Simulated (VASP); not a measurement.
HfCl4, in a box:

```xyz
5
Lattice="14.0357 0.0000 0.0000 0.0000 14.5357 0.0000 0.0000 0.0000 15.0357" Properties=species:S:1:pos:R:3 pbc="T T T"
Hf    7.0178    7.3178    7.5178
Cl    5.0435    6.7401    6.4739
Cl    6.7016    7.3404    9.8027
Cl    8.6500    5.7781    6.9827
Cl    7.6763    9.4129    6.8122
```

Base run:

| Property | Result |
| --- | --- |
| Program | VASP 6.6.1 |
| Functional | PBE |
| Potentials or basis | VASP PAW PBE potentials, release 64 (Hf_pv, Cl) |
| Cutoff | 400 eV |
| k mesh | 1 × 1 × 1 |
| Occupations | gaussian, width 0.01 eV |
| Spin | no spin polarisation |

Its results: gap between the frontier levels 5.36 eV; largest force 0.029 eV/Å.

Task: The run is repeated on the same cell with these changes: functional from PBE to PBEsol. What comes out?

Result: Gap between the frontier levels 5.30 eV; largest force 0.300 eV/Å.

Caveats: spin-orbit coupling is left out, which moves the levels of the heavy elements; the PAW data sets were made with another functional, which shifts forces and pressure a little (some runs).

